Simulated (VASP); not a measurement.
Data:

```xyz
3
Lattice="3.8791 0.0000 0.0000 -1.9396 3.3594 0.0000 0.0000 0.0000 6.8515" Properties=species:S:1:pos:R:3 pbc="T T T"
Sn     0.0000     0.0000     0.0000
Se     0.0000     2.2396     1.7129
Se     1.9396     1.1198     5.1386
```

Computed with PBE GGA, VASP's PBE PAW potentials (set 64) (plane waves; VASP 6.6.1). Run with PREC = Normal, EDIFF = 1E-5, 400 eV cut-off, 9×9×5 Γ-centred mesh, Gaussian smearing of 0.050 eV, potentials Sn_d Se.

Without a dispersion term in the relaxation, distances and binding between the weakly bound layers, chains or molecules are unreliable, and so is what depends on them.

Q: The ions are relaxed. Predict the relaxed structure.

A: 
```xyz
3
Lattice="3.8791 0.0000 0.0000 -1.9396 3.3594 0.0000 0.0000 0.0000 6.8515" Properties=species:S:1:pos:R:3 pbc="T T T"
Sn     0.0000     0.0000     0.0000
Se     0.0000     2.2396     1.5938
Se     1.9396     1.1198     5.2577
```
Space group P-3m1 (164), at a tolerance of 0.03 Å.

Q: How much energy does the relaxation gain?

A: The energy (σ→0) changes by -40.0 meV/atom, in 4 ionic steps.

The compound is SnSe2 in the 1T layered structure. This run relaxes the ions in a fixed cell. Symmetry was kept, so distortions that lower it aren't found.
